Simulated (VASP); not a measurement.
Energy against volume of AlN (zinc blende). Calculation: revPBE GGA, VASP's PBE PAW potentials (set 64) (plane waves; VASP).

| V (Å³/atom) | E (eV/atom) |
|---|---|
| 10.142 | -7.09759 |
| 10.465 | -7.11707 |
| 10.789 | -7.12324 |
| 11.113 | -7.11799 |
| 11.436 | -7.10288 |

### Question
Fit a third-order Birch-Murnaghan equation of state.

### Answer

```json
{
  "volume_per_atom": "10.79 Å^3/atom",
  "bulk_modulus": "188 GPa",
  "pressure_derivative_of_the_bulk_modulus": "3.99",
  "lattice_constant_a": "0.4420 nm"
}
```

The compound is AlN in the zinc blende structure, a metastable form; wurtzite is the usual one. It was relaxed first.
